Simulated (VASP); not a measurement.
VASP ran on this input.

File KPOINTS:
```
Automatic mesh
0
Gamma
15 15 15
0 0 0
```

**INCAR**
```
SYSTEM = Sm
PREC = Accurate
ENCUT = 300
EDIFF = 1E-6
NELM = 100
ALGO = Normal
LREAL = .FALSE.
LASPH = .TRUE.
ISMEAR = -1
SIGMA = 0.1
GGA = PE
LMAXMIX = 6
LWAVE = .FALSE.
LCHARG = .FALSE.
ISIF = 2
ISPIN = 2
MAGMOM = 5.0
LORBIT = 11
```

### POSCAR
```
Sm
1
   -2.0546590000     2.0546590000     2.0546590000
    2.0546590000    -2.0546590000     2.0546590000
    2.0546590000     2.0546590000    -2.0546590000
Sm
1
Direct
  0.0000000000   0.0000000000   0.0000000000
```

POTCAR, in this order: Sm (PBE.64 set). Program: vasp_std.

Write an equivalent input for Ansatz.

One equivalent input (not run):
Ansatz 0.2 input:
```yaml
crystal:
  lattice:
    - [-2.0546590, 2.0546590, 2.0546590]
    - [2.0546590, -2.0546590, 2.0546590]
    - [2.0546590, 2.0546590, -2.0546590]
  atoms:
    - { symbol: Sm, position: [0.0000000, 0.0000000, 0.0000000], spin: 5 }
kpoints:
  mp_grid: { grid: [15, 15, 15] }
hamiltonian:
  xc: pbe
  pseudopotentials: { kind: paw }
magnetization: { spin_polarized: true }
scf:
  occupations: { method: fermi_dirac, width: 0.1 }
  max_iter: 100
output: { forces: true, stress: true, eigenvalues: true }
```
The two are equivalent in intent, not identical: each code has its own PAW files, so the cut-off isn't converted (ENCUT is set for VASP's; basis.ecutwfc is left out, and Ansatz then takes the one that its files recommend); Ansatz stops its SCF on the density residual and VASP on the energy change (EDIFF).

The structure was generated: Sm was put into an ordered model structure, which need not be its known phase. The cell was not relaxed at this level.
